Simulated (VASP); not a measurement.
Data:

```
ZrS2
1.0
    1.84600    -3.19736     0.00000
    1.84600     3.19736     0.00000
    0.00000     0.00000     5.99738
Zr S
1 2
Direct
  0.00000   0.00000   0.00000
  0.33333   0.66667   0.23863
  0.66667   0.33333   0.76137
```

The numbers are results of SCAN meta-GGA, VASP's PBE PAW potentials (set 64) (plane waves; VASP 6.6.1), not measurements. Settings: 520 eV cut-off, 8×8×4 Γ-centred mesh, tetrahedra with Blöchl corrections, potentials Zr_sv S.

The path is coarsely sampled, so an indirect gap can come out somewhat too large.

Problem. Tabulate the total density of states (states/eV per cell) against energy (eV; zero at the valence-band maximum or, without a gap, the Fermi level).

Solution. 
```
E (eV) | DOS (states/eV)
    -9.89 |  0.00
    -9.31 |  0.00
    -8.63 |  0.00
    -8.06 |  0.00
    -7.49 |  0.00
    -6.80 |  0.00
    -6.23 |  0.00
    -5.66 |  0.00
    -4.97 |  0.00
    -4.40 | # 0.25
    -3.83 | ################### 3.41
    -3.15 | ############################# 5.33
    -2.57 | ############################## 5.52
    -2.00 | ############# 2.44
    -1.32 | ##################### 3.84
    -0.75 | ########### 1.99
    -0.18 | ## 0.42
     0.51 |  0.00
     1.08 |  0.00
     1.65 | ####### 1.32
     2.34 | ############ 2.26
     2.91 | ####### 1.38
     3.48 | ####################### 4.15
     4.17 |  0.00
     4.74 |  0.08
```
Within 2 eV below the valence-band maximum the largest weight inside VASP's projection spheres is S p.

The compound is ZrS2 in the 1T layered structure. It was relaxed first.
